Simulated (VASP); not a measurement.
Given:

```xyz
5
Lattice="6.1763 0.0000 0.0000 0.0000 6.1763 0.0000 0.0000 0.0000 6.1763" Properties=species:S:1:pos:R:3 pbc="T T T"
Cs     0.0000     0.0000     0.0000
Sn     3.0882     3.0882     3.0882
I      3.0882     0.0000     3.0882
I      0.0000     3.0882     3.0882
I      3.0882     3.0882     0.0000
```

Level of theory: vdW-DF-cx, VASP's PBE PAW potentials (set 64) (plane waves; VASP 6.6.1). Run with 520 eV cut-off, 4×4×4 Γ-centred mesh, tetrahedra with Blöchl corrections, potentials Cs_sv Sn_d I.

The cores are frozen, which limits the accuracy of field gradients.

Task: Give the principal components of the electric field gradient (V/Å²) and the asymmetry η at each nucleus.

Result: 
```csv
atom,Vxx,Vyy,Vzz,η
Cs1,0.0,0.0,0.0,-
Sn2,0.0,0.0,0.0,-
I3,-178.0,-178.0,356.0,0.00
I4,-178.0,-178.0,356.0,0.00
I5,-178.0,-178.0,356.0,0.00
```

The compound is CsSnI3 in the cubic perovskite structure, the ideal cubic form; the compound distorts at low or room temperature. It was relaxed first.
